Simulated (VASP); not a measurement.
OSZICAR of a VASP run on MgS (relaxed from the wurtzite structure, space group P6_3mc):

**OSZICAR**
```
       N       E                     dE             d eps       ncg     rms          rms(c)
DAV:   1     0.450561394932E+02    0.45056E+02   -0.55217E+03   576   0.901E+02
DAV:   2    -0.292438335487E+02   -0.74300E+02   -0.69207E+02   868   0.160E+02
DAV:   3    -0.343984376751E+02   -0.51546E+01   -0.51347E+01   744   0.477E+01
DAV:   4    -0.344661944416E+02   -0.67757E-01   -0.67734E-01   720   0.694E+00
DAV:   5    -0.344676127611E+02   -0.14183E-02   -0.14182E-02   736   0.974E-01    0.595E+00
DAV:   6    -0.320106293818E+02    0.24570E+01   -0.31405E+00   592   0.108E+01    0.634E+00
DAV:   7    -0.306032862685E+02    0.14073E+01   -0.21540E-01   588   0.424E+00    0.406E+00
DAV:   8    -0.318394495444E+02   -0.12362E+01   -0.14094E+00   624   0.770E+00    0.121E+00
DAV:   9    -0.308596066786E+02    0.97984E+00   -0.29147E-01   576   0.438E+00    0.593E-01
DAV:  10    -0.309619859180E+02   -0.10238E+00   -0.15713E-01   584   0.361E+00    0.192E-01
DAV:  11    -0.309218189053E+02    0.40167E-01   -0.26367E-02   584   0.210E+00    0.512E-01
DAV:  12    -0.309172324190E+02    0.45865E-02   -0.51461E-04   740   0.241E-01    0.444E-01
DAV:  13    -0.309341060931E+02   -0.16874E-01   -0.11565E-02   588   0.103E+00    0.871E-02
DAV:  14    -0.309343938693E+02   -0.28778E-03   -0.34658E-04   692   0.184E-01    0.607E-02
DAV:  15    -0.309351019401E+02   -0.70807E-03   -0.87107E-05   604   0.125E-01    0.495E-02
DAV:  16    -0.309350894435E+02    0.12497E-04   -0.11399E-04   588   0.137E-01    0.221E-02
DAV:  17    -0.309352606541E+02   -0.17121E-03   -0.67006E-05   592   0.111E-01    0.339E-02
DAV:  18    -0.309351604784E+02    0.10018E-03   -0.17859E-05   624   0.538E-02    0.165E-02
DAV:  19    -0.309351988462E+02   -0.38368E-04   -0.20952E-06   740   0.104E-02    0.153E-03
DAV:  20    -0.309351911306E+02    0.77156E-05   -0.81850E-07   592   0.114E-02    0.101E-03
DAV:  21    -0.309351933787E+02   -0.22481E-05   -0.30077E-08   384   0.183E-03    0.901E-04
DAV:  22    -0.309351892807E+02    0.40979E-05   -0.65881E-08   404   0.317E-03    0.679E-04
DAV:  23    -0.309351893669E+02   -0.86162E-07   -0.26909E-08   328   0.154E-03
   1 F= -.30935189E+02 E0= -.30935189E+02  d E =0.000000E+00
       N       E                     dE             ncg
       N       E                     dE             ncg
       N       E                     dE             ncg
```

Q: Which electronic solver shows in the log?

A: It is blocked Davidson (ALGO = Normal, or the opening steps of other solvers). The INCAR had ALGO = Normal.

Q: Can the final energy be trusted as converged?

A: Self-consistency was reached. It stopped with EDIFF = 1E-7, NELM = 100 (r2SCAN meta-GGA, plane waves, VASP's PBE PAW potentials (set 64)).

The structure was generated: MgS was put into the wurtzite type (P6_3mc), which need not be its known phase. It was relaxed first.
